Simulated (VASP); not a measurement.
# In2Co3S2: a series over U, part 3 of 3

What does DFT+U do to In2Co3S2? The start is a cell from a database of measured crystal structures.

VASP 6.6.1, plane waves and PAW; the level of theory is named at each step.

Still holding for the runs below: The magnetic state follows from one typed start and may not be the lowest. The k-mesh is coarse for a metal.

So far, largest spin moment in the PAW sphere (μB): step 3 (series over U, start order AFM, U 0, LDA) 0.056; step 4 (series over U, start order fm, U 1, LDA, DFT+U) 0.256; step 5 (series over U, start order AFM, U 1, LDA, DFT+U) 0.228; step 6 (series over U, start order fm, U 3, LDA, DFT+U) 1.15.

## 7. Series over U, start order AFM, U 3

This step: LDA, DFT+U (Co d 3 eV), spin-polarised from a ferrimagnetic start; plane waves and PAW (In_d, Co, S) (VASP 6.6.1).

INCAR

```
SYSTEM = In2Co3S2
PREC = Normal
ENCUT = 350
EDIFF = 1E-06
NELM = 150
ISMEAR = 0
SIGMA = 0.05
LREAL = .FALSE.
ALGO = Normal
GGA = CA
NBANDS = 44
ISPIN = 2
MAGMOM = 0 0 2 -2 2 0 0
LDAU = .TRUE.
LDAUTYPE = 2
LDAUL = -1 2 -1
LDAUU = 0 3 0
LDAUJ = 0 0 0
LDAUPRINT = 1
LASPH = .TRUE.
LMAXMIX = 4
LORBIT = 11
LWAVE = .FALSE.
LCHARG = .FALSE.
KPAR = 2
AMIX = 0.2
BMIX = 1E-04
AMIX_MAG = 0.8
BMIX_MAG = 1E-04
NEDOS = 1200
```

POSCAR

```
In2Co3S2
1.0
    2.6584946312      1.5348825910      4.5552924536
   -2.6584946312      1.5348825910      4.5552924536
    0.0000000000     -3.0697651819      4.5552924536
In Co S
2 3 2
Direct
    0.5000000000      0.5000000000      0.5000000000
    0.0000000000      0.0000000000      0.0000000000
    0.5000000000      0.0000000000      0.0000000000
    0.0000000000      0.5000000000      0.0000000000
    0.0000000000      0.0000000000      0.5000000000
    0.2790000000      0.2790000000      0.2790000000
    0.7210000000      0.7210000000      0.7210000000
```

KPOINTS

```
Automatic mesh
0
Gamma
4 4 4
0 0 0
```

The projector-augmented-wave data sets are In_d, Co and S (LDA family, release 64).

Started as:

```sh
$ mpirun -np 2 vasp_std
```

The log of the run:

```text
[... set-up lines as in an earlier step ...]
 entering main loop
       N       E                     dE             d eps       ncg     rms          rms(c)
DAV:   1     0.548573448699E+03    0.54857E+03   -0.22074E+04  4232   0.145E+03
DAV:   2     0.335052906304E+02   -0.51507E+03   -0.49095E+03  4232   0.388E+02
DAV:   3    -0.331864853434E+02   -0.66692E+02   -0.63185E+02  4740   0.164E+02
DAV:   4    -0.370608446607E+02   -0.38744E+01   -0.38226E+01  5076   0.397E+01
[...]
DAV:  22    -0.355299791404E+02   -0.11980E-04   -0.29782E-05  6012   0.647E-02    0.838E-03
DAV:  23    -0.355299816320E+02   -0.24916E-05   -0.11474E-05  4276   0.280E-02    0.595E-03
DAV:  24    -0.355299821596E+02   -0.52755E-06   -0.61861E-07  2624   0.799E-03
   1 F= -.35529982E+02 E0= -.35528948E+02  d E =-.206925E-02  mag=     0.9376
```

It took 60 s on 2 MPI ranks of AMD EPYC 9R45, shared host; peak memory 0.4 GiB.

OUTCAR, selected parts (step 7):

```text
  Total       -5.8671083     -6.0825060     -6.2666804     -0.1865398      0.0481360     -0.0833561
  in kB      -84.2861520    -87.3805277    -90.0263553     -2.6798080      0.6915157     -1.1974830
  external PRESSURE =     -87.2310117 kB  Pullay stress =       0.0000000 kB

 POSITION                                       TOTAL-FORCE (eV/Angst)
 -----------------------------------------------------------------------------------
      0.00000      0.00000      6.83294        -0.000000     -0.000000     -0.000000
      0.00000      0.00000      0.00000         0.000000      0.000000     -0.000000
      1.32925      0.76744      2.27765        -0.000000     -0.000000     -0.000000
     -1.32925      0.76744      2.27765         0.000000      0.000000     -0.000000
      0.00000     -1.53488      2.27765        -0.000000     -0.000000      0.000000
      0.00000      0.00000      3.81278        -0.127401      0.073555     -0.836172
      0.00000      0.00000      9.85310         0.127401     -0.073555      0.836172
 -----------------------------------------------------------------------------------
    total drift:                               -0.000000      0.000000      0.000000

  FREE ENERGIE OF THE ION-ELECTRON SYSTEM (eV)
  ---------------------------------------------------
  free  energy   TOTEN  =       -35.5299821596 eV

  energy  without entropy=      -35.5279129101  energy(sigma->0) =      -35.52894753

 magnetization (x)
# of ion       s       p       d       tot
------------------------------------------
    1       -0.011  -0.021   0.002  -0.030
    2       -0.002  -0.004  -0.000  -0.007
    3        0.005   0.001   0.996   1.001
    4       -0.008  -0.006  -0.928  -0.942
    5        0.005   0.001   0.996   1.001
    6       -0.000  -0.021   0.000  -0.021
    7       -0.000  -0.021   0.000  -0.021
--------------------------------------------------
tot         -0.012  -0.072   1.065   0.980

[... 2 parts as in an earlier step ...]

[... 1 further part left out ...]
[key lines of the parts left out:]
E-fermi :   8.2154
```

Energy at zero smearing: -35.52895 eV.

The run ends at a pressure of -8.72 GPa, with forces up to 0.85 eV/Å.

## 8. Series over U, start order fm, U 6

This step: LDA, DFT+U (Co d 6 eV), spin-polarised from a ferromagnetic start; plane waves and PAW (In_d, Co, S) (VASP 6.6.1).

Edit INCAR of step 7 so:

```diff
@@ -12,3 +12,3 @@
 ISPIN = 2
-MAGMOM = 0 0 2 -2 2 0 0
+MAGMOM = 0 0 2 2 2 0 0
 LDAU = .TRUE.
@@ -16,3 +16,3 @@
 LDAUL = -1 2 -1
-LDAUU = 0 3 0
+LDAUU = 0 6 0
 LDAUJ = 0 0 0
```

POSCAR is that of step 7.

KPOINTS is that of step 7.

Started as:

```sh
$ mpirun -np 2 vasp_std
```

The log of the run:

```text
[... set-up lines as in an earlier step ...]
 entering main loop
       N       E                     dE             d eps       ncg     rms          rms(c)
DAV:   1     0.557231373788E+03    0.55723E+03   -0.22373E+04  2312   0.146E+03
DAV:   2     0.428532265387E+02   -0.51438E+03   -0.49069E+03  2296   0.389E+02
DAV:   3    -0.251888482054E+02   -0.68042E+02   -0.65180E+02  2536   0.166E+02
DAV:   4    -0.290800686947E+02   -0.38912E+01   -0.38443E+01  2704   0.396E+01
[...]
DAV:  31    -0.296827464628E+02   -0.31659E-05   -0.27548E-05  2656   0.437E-02    0.337E-03
DAV:  32    -0.296827474876E+02   -0.10248E-05   -0.10043E-05  2076   0.196E-02    0.226E-03
DAV:  33    -0.296827476442E+02   -0.15653E-06   -0.94739E-07  1516   0.770E-03
   1 F= -.29682748E+02 E0= -.29681091E+02  d E =-.331285E-02  mag=     3.8024
```

Elapsed: 50 s, on 2 MPI ranks; peak memory 0.34 GiB; 99 s of CPU time.

OUTCAR, selected parts (step 8):

```text
  Total       -3.6037756     -3.6037756     -1.4728030      0.0000000     -0.0000000      0.0000000
  in kB      -51.7713942    -51.7713942    -21.1581051      0.0000000     -0.0000000      0.0000000
  external PRESSURE =     -41.5669645 kB  Pullay stress =       0.0000000 kB

 POSITION                                       TOTAL-FORCE (eV/Angst)
 -----------------------------------------------------------------------------------
      0.00000      0.00000      6.83294         0.000000      0.000000      0.000000
      0.00000      0.00000      0.00000         0.000000      0.000000      0.000000
      1.32925      0.76744      2.27765         0.000000     -0.000000     -0.000000
     -1.32925      0.76744      2.27765        -0.000000     -0.000000      0.000000
      0.00000     -1.53488      2.27765        -0.000000     -0.000000     -0.000000
      0.00000      0.00000      3.81278         0.000000     -0.000000     -0.172623
      0.00000      0.00000      9.85310         0.000000      0.000000      0.172623
 -----------------------------------------------------------------------------------
    total drift:                               -0.000000      0.000000      0.000000

  FREE ENERGIE OF THE ION-ELECTRON SYSTEM (eV)
  ---------------------------------------------------
  free  energy   TOTEN  =       -29.6827476442 eV

  energy  without entropy=      -29.6794347976  energy(sigma->0) =      -29.68109122

 magnetization (x)
# of ion       s       p       d       tot
------------------------------------------
    1       -0.015  -0.092   0.001  -0.106
    2       -0.037  -0.070   0.002  -0.106
    3        0.004  -0.020   1.512   1.496
    4        0.004  -0.020   1.512   1.496
    5        0.004  -0.020   1.512   1.496
    6       -0.003  -0.081   0.000  -0.084
    7       -0.003  -0.081   0.000  -0.084
--------------------------------------------------
tot         -0.045  -0.384   4.538   4.109

[... 2 parts as in an earlier step ...]

[... 1 further part left out ...]
[key lines of the parts left out:]
E-fermi :   8.5498
```

Energy at zero smearing: -29.68109 eV.

The run ends at a pressure of -4.16 GPa, with forces up to 0.17 eV/Å.

## 9. Series over U, start order AFM, U 6

This step: LDA, DFT+U (Co d 6 eV), spin-polarised from a ferrimagnetic start; plane waves and PAW (In_d, Co, S) (VASP 6.6.1).

Edit INCAR of step 8 so:

```diff
@@ -12,3 +12,3 @@
 ISPIN = 2
-MAGMOM = 0 0 2 2 2 0 0
+MAGMOM = 0 0 2 -2 2 0 0
 LDAU = .TRUE.
```

POSCAR is that of step 8.

KPOINTS is that of step 8.

Started as:

```sh
$ mpirun -np 2 vasp_std
```

The log of the run:

```text
[... set-up lines as in an earlier step ...]
 entering main loop
       N       E                     dE             d eps       ncg     rms          rms(c)
DAV:   1     0.553455771485E+03    0.55346E+03   -0.22218E+04  4232   0.145E+03
DAV:   2     0.416629304864E+02   -0.51179E+03   -0.48793E+03  4240   0.386E+02
DAV:   3    -0.252940940511E+02   -0.66957E+02   -0.63664E+02  4724   0.165E+02
DAV:   4    -0.290775455233E+02   -0.37835E+01   -0.37322E+01  4980   0.393E+01
[...]
DAV:  95    -0.298719379231E+02   -0.35356E-05   -0.17545E-05  5488   0.400E-02    0.593E-03
DAV:  96    -0.298719390506E+02   -0.11275E-05   -0.39091E-06  4564   0.183E-02    0.387E-03
DAV:  97    -0.298719395103E+02   -0.45973E-06   -0.12066E-06  2768   0.965E-03
   1 F= -.29871940E+02 E0= -.29871289E+02  d E =-.130078E-02  mag=     0.8257
```

Elapsed: 4.1 min, on 2 MPI ranks; peak memory 0.42 GiB; 8.2 min of CPU time.

Parts of OUTCAR (step 9):

```text
  Total       -0.8670046     -0.7507236     -1.4718457      0.1007023      0.4476777     -0.7753968
  in kB      -12.4552804    -10.7848027    -21.1443534      1.4466761      6.4312818    -11.1392545
  external PRESSURE =     -14.7948121 kB  Pullay stress =       0.0000000 kB

 POSITION                                       TOTAL-FORCE (eV/Angst)
 -----------------------------------------------------------------------------------
      0.00000      0.00000      6.83294         0.000000     -0.000000     -0.000000
      0.00000      0.00000      0.00000         0.000000     -0.000000     -0.000000
      1.32925      0.76744      2.27765         0.000000     -0.000000     -0.000000
     -1.32925      0.76744      2.27765         0.000000     -0.000000     -0.000000
      0.00000     -1.53488      2.27765        -0.000000     -0.000000     -0.000000
      0.00000      0.00000      3.81278        -0.119866      0.069205      0.029648
      0.00000      0.00000      9.85310         0.119866     -0.069205     -0.029648
 -----------------------------------------------------------------------------------
    total drift:                               -0.000000      0.000000      0.000000

  FREE ENERGIE OF THE ION-ELECTRON SYSTEM (eV)
  ---------------------------------------------------
  free  energy   TOTEN  =       -29.8719395103 eV

  energy  without entropy=      -29.8706387329  energy(sigma->0) =      -29.87128912

 magnetization (x)
# of ion       s       p       d       tot
------------------------------------------
    1       -0.005  -0.037   0.003  -0.039
    2        0.004  -0.008  -0.000  -0.004
    3        0.011  -0.001   1.436   1.446
    4       -0.015  -0.018  -1.776  -1.809
    5        0.011  -0.001   1.436   1.446
    6       -0.002  -0.055   0.000  -0.058
    7       -0.002  -0.055   0.000  -0.058
--------------------------------------------------
tot          0.001  -0.176   1.099   0.924

[... 2 parts as in an earlier step ...]

[... 1 further part left out ...]
[key lines of the parts left out:]
E-fermi :   8.5396
```

Energy at zero smearing: -29.87129 eV.

The run ends at a pressure of -1.48 GPa, with forces up to 0.14 eV/Å.

## 10. Series over U, start order fm, U 6 (run 2)

This step: LDA, DFT+U (Co d 6 eV), spin-polarised from a ferromagnetic start; plane waves and PAW (In_d, Co, S) (VASP 6.6.1).

Edit INCAR of step 9 so:

```diff
@@ -12,8 +12,8 @@
 ISPIN = 2
-MAGMOM = 0 0 2 -2 2 0 0
+MAGMOM = 0 0 2 2 2 0 0
 LDAU = .TRUE.
-LDAUTYPE = 2
+LDAUTYPE = 4
 LDAUL = -1 2 -1
 LDAUU = 0 6 0
-LDAUJ = 0 0 0
+LDAUJ = 0 0.9 0
 LDAUPRINT = 1
```

POSCAR is that of step 9.

KPOINTS is that of step 9.

Started as:

```sh
$ mpirun -np 2 vasp_std
```

The log of the run:

```text
[... set-up lines as in an earlier step ...]
 entering main loop
       N       E                     dE             d eps       ncg     rms          rms(c)
DAV:   1     0.555399558012E+03    0.55540E+03   -0.22336E+04  2312   0.146E+03
DAV:   2     0.406541797535E+02   -0.51475E+03   -0.49105E+03  2292   0.389E+02
DAV:   3    -0.276527322392E+02   -0.68307E+02   -0.65407E+02  2560   0.166E+02
DAV:   4    -0.315745147734E+02   -0.39218E+01   -0.38648E+01  2728   0.397E+01
[...]
DAV:  28    -0.312445196072E+02   -0.25479E-05   -0.14833E-05  2244   0.211E-02    0.383E-03
DAV:  29    -0.312445206458E+02   -0.10386E-05   -0.70989E-06  1776   0.154E-02    0.218E-03
DAV:  30    -0.312445210087E+02   -0.36293E-06   -0.14432E-06  1556   0.112E-02
   1 F= -.31244521E+02 E0= -.31242637E+02  d E =-.376714E-02  mag=     3.7707
```

Run time: 46 s. Hardware: 2 MPI ranks; peak memory 0.34 GiB; 91 s of CPU time.

OUTCAR, selected parts (step 10):

```text
  Total       -4.5101727     -4.5101727     -2.4150692      0.0000000     -0.0000000      0.0000000
  in kB      -64.7925827    -64.7925827    -34.6945855      0.0000000     -0.0000000      0.0000000
  external PRESSURE =     -54.7599170 kB  Pullay stress =       0.0000000 kB

 POSITION                                       TOTAL-FORCE (eV/Angst)
 -----------------------------------------------------------------------------------
      0.00000      0.00000      6.83294        -0.000000      0.000000      0.000000
      0.00000      0.00000      0.00000         0.000000      0.000000     -0.000000
      1.32925      0.76744      2.27765        -0.000000     -0.000000      0.000000
     -1.32925      0.76744      2.27765         0.000000      0.000000     -0.000000
      0.00000     -1.53488      2.27765         0.000000      0.000000      0.000000
      0.00000      0.00000      3.81278        -0.000000     -0.000000     -0.308702
      0.00000      0.00000      9.85310        -0.000000      0.000000      0.308702
 -----------------------------------------------------------------------------------
    total drift:                               -0.000000      0.000000      0.000000

  FREE ENERGIE OF THE ION-ELECTRON SYSTEM (eV)
  ---------------------------------------------------
  free  energy   TOTEN  =       -31.2445210087 eV

  energy  without entropy=      -31.2407538656  energy(sigma->0) =      -31.24263744

 magnetization (x)
# of ion       s       p       d       tot
------------------------------------------
    1       -0.001  -0.084   0.002  -0.083
    2       -0.019  -0.064   0.003  -0.080
    3       -0.001  -0.023   1.471   1.447
    4       -0.001  -0.023   1.471   1.447
    5       -0.001  -0.023   1.471   1.447
    6       -0.001  -0.041   0.000  -0.042
    7       -0.001  -0.041   0.000  -0.042
--------------------------------------------------
tot         -0.026  -0.298   4.417   4.093

[... 2 parts as in an earlier step ...]

[... 1 further part left out ...]
[key lines of the parts left out:]
E-fermi :   8.4663
```

Energy at zero smearing: -31.24264 eV.

The run ends at a pressure of -5.48 GPa, with forces up to 0.31 eV/Å.

## 11. Series over U, start order AFM, U 6 (run 2)

This step: LDA, DFT+U (Co d 6 eV), spin-polarised from a ferrimagnetic start; plane waves and PAW (In_d, Co, S) (VASP 6.6.1).

Edit INCAR of step 10 so:

```diff
@@ -12,3 +12,3 @@
 ISPIN = 2
-MAGMOM = 0 0 2 2 2 0 0
+MAGMOM = 0 0 2 -2 2 0 0
 LDAU = .TRUE.
```

POSCAR is that of step 10.

KPOINTS is that of step 10.

Started as:

```sh
$ mpirun -np 2 vasp_std
```

The log of the run:

```text
[... set-up lines as in an earlier step ...]
 entering main loop
       N       E                     dE             d eps       ncg     rms          rms(c)
DAV:   1     0.551784865195E+03    0.55178E+03   -0.22179E+04  4232   0.145E+03
DAV:   2     0.395700514521E+02   -0.51221E+03   -0.48834E+03  4232   0.387E+02
DAV:   3    -0.277093822960E+02   -0.67279E+02   -0.63897E+02  4760   0.165E+02
DAV:   4    -0.315136325634E+02   -0.38043E+01   -0.37521E+01  5004   0.394E+01
[...]
DAV:  40    -0.312884055886E+02   -0.35150E-05   -0.22534E-05  5448   0.414E-02    0.448E-03
DAV:  41    -0.312884071798E+02   -0.15912E-05   -0.12350E-05  5164   0.295E-02    0.317E-03
DAV:  42    -0.312884081244E+02   -0.94465E-06   -0.73643E-06  4360   0.254E-02
   1 F= -.31288408E+02 E0= -.31288013E+02  d E =-.790084E-03  mag=     0.9362
```

The job ended after 1.9 min (2 MPI ranks; peak memory 0.41 GiB).

OUTCAR, selected parts (step 11):

```text
  Total       -2.9152438     -2.9901172     -3.5156978     -0.0648423      0.1626414     -0.2816966
  in kB      -41.8800309    -42.9556536    -50.5060794     -0.9315166      2.3364869     -4.0468191
  external PRESSURE =     -45.1139213 kB  Pullay stress =       0.0000000 kB

 POSITION                                       TOTAL-FORCE (eV/Angst)
 -----------------------------------------------------------------------------------
      0.00000      0.00000      6.83294         0.000000     -0.000000      0.000000
      0.00000      0.00000      0.00000         0.000000      0.000000      0.000000
      1.32925      0.76744      2.27765         0.000000     -0.000000      0.000000
     -1.32925      0.76744      2.27765         0.000000      0.000000      0.000000
      0.00000     -1.53488      2.27765        -0.000000      0.000000      0.000000
      0.00000      0.00000      3.81278        -0.158918      0.091752     -0.267418
      0.00000      0.00000      9.85310         0.158918     -0.091752      0.267418
 -----------------------------------------------------------------------------------
    total drift:                               -0.000000      0.000000      0.000000

  FREE ENERGIE OF THE ION-ELECTRON SYSTEM (eV)
  ---------------------------------------------------
  free  energy   TOTEN  =       -31.2884081244 eV

  energy  without entropy=      -31.2876180403  energy(sigma->0) =      -31.28801308

 magnetization (x)
# of ion       s       p       d       tot
------------------------------------------
    1       -0.014  -0.020   0.003  -0.031
    2        0.005  -0.005   0.001   0.002
    3        0.003  -0.006   1.310   1.307
    4       -0.004  -0.002  -1.493  -1.500
    5        0.003  -0.006   1.310   1.307
    6       -0.001  -0.034   0.000  -0.035
    7       -0.001  -0.034   0.000  -0.035
--------------------------------------------------
tot         -0.008  -0.108   1.130   1.015

[... 2 parts as in an earlier step ...]

[... 1 further part left out ...]
[key lines of the parts left out:]
E-fermi :   8.3191
```

Spin moment in the PAW sphere by atom:

| atom | spin moment in the PAW sphere (μB) |
| --- | --- |
| In1 | -0.03 |
| In2 | 0.00 |
| Co3 | 1.31 |
| Co4 | -1.50 |
| Co5 | 1.31 |
| S6 | -0.04 |
| S7 | -0.04 |

The density of states holds every band computed, so its fall toward the upper end of the range is no gap.

Energy at zero smearing: -31.28801 eV.

## 12. Summary

This step: DFT+U series, LDA; plane waves and PAW (VASP 6.6.1).

Derived from the runs above.

Energies at different U are not comparable. U series, by row:

| U (eV) | J (eV) | LDAUTYPE | start | energy (eV/atom) | mean moment (μB) | gap on the mesh (eV) | pressure (GPa) |
| --- | --- | --- | --- | --- | --- | --- | --- |
| 0 | 0 | - | fm | -6.161 | 0.058 | 0 | -10.77 |
| 0 | 0 | - | afm | -6.161 | 0.056 | 0 | -10.75 |
| 1 | 0 | 2 | fm | -5.778 | 0.256 | 0 | -11.12 |
| 1 | 0 | 2 | afm | -5.777 | 0.1703 | 0 | -11.35 |
| 3 | 0 | 2 | fm | -5.081 | 1.146 | 0 | -8.104 |
| 3 | 0 | 2 | afm | -5.076 | 0.9813 | 0 | -8.723 |
| 6 | 0 | 2 | fm | -4.24 | 1.496 | 0 | -4.157 |
| 6 | 0 | 2 | afm | -4.267 | 1.567 | 0 | -1.479 |
| 6 | 0.9 | 4 | fm | -4.463 | 1.447 | 0 | -5.476 |
| 6 | 0.9 | 4 | afm | -4.47 | 1.371 | 0 | -4.511 |

## 13. Results

| Quantity | Value |
| --- | --- |
| U = 0 eV, J = 0 eV, fm start | mean size of the moments 0.06 μB |
| U = 0 eV, J = 0 eV, afm start | mean size of the moments 0.06 μB |
| U = 1 eV, J = 0 eV, fm start | mean size of the moments 0.26 μB |
| U = 1 eV, J = 0 eV, afm start | mean size of the moments 0.17 μB |
| U = 3 eV, J = 0 eV, fm start | mean size of the moments 1.15 μB |
| U = 3 eV, J = 0 eV, afm start | mean size of the moments 0.98 μB |
| U = 6 eV, J = 0 eV, fm start | mean size of the moments 1.50 μB |
| U = 6 eV, J = 0 eV, afm start | mean size of the moments 1.57 μB |
| U = 6 eV, J = 0.9 eV, fm start | mean size of the moments 1.45 μB |
| U = 6 eV, J = 0.9 eV, afm start | mean size of the moments 1.37 μB |

For the ferromagnetic start without J, from U = 0 to 6 eV the mean moment goes from 0.06 to 1.50 μB, the cell stays metallic, and the pressure goes from -10.8 to -4.2 GPa. At U = 6 eV the other start ends lower in energy than the ferromagnetic one, so this line doesn't follow the lower state. A jump between neighbouring rows can also mean that the runs ended in different spin or orbital states. U acts inside the PAW spheres, so the same number means something else in a code with other projectors.

[Lines on the potential files, build, host, timing and source positions are cut from VASP's logs without a mark.]

[Logs are printed without paths, hosts, clocks, repeated set-up lines and the standing remarks that a program may print on its own settings, such as how far it seeks lower states.]

[Hosts, paths, dates, database ids (printed as entryN), source tags and the programs' standing remarks are cut or masked in the printed files.]

[In band tables of VASP the shares of atoms and orbitals are scaled to a sum of 1 inside the atoms' spheres.]

[Runs that stopped without an error message from VASP are left out.]
